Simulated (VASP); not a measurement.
Here is the system:

```
CELL_PARAMETERS angstrom
      0.00000     2.67735     2.67735
      2.67735     0.00000     2.67735
      2.67735     2.67735     0.00000
ATOMIC_POSITIONS crystal
  Ca 0.00000 0.00000 0.00000
  F  0.25000 0.25000 0.25000
  F  0.75000 0.75000 0.75000
```

The numbers are results of rev-vdW-DF2, VASP's PBE PAW potentials (set 64) (plane waves; VASP), not measurements. Numerical set-up: 520 eV cut-off, 7×7×7 Γ-centred mesh, Gaussian smearing of 0.050 eV, potentials Ca_sv F.

Problem. The job: CaF₂ (fluorite), 3 atoms, rev-vdW-DF2, static run, 520 eV, 7×7×7 Γ-centred mesh. Roughly how much core time does it take on a busy server core?

Solution. About 60 core-seconds (one run on a shared machine, a rough figure). It had 20 irreducible k-points, 16 bands, up to 1045 plane waves and 15 electronic steps.

The compound is CaF2 in the fluorite structure. This cell is one point of a volume scan, at 0.94 of the reference volume.
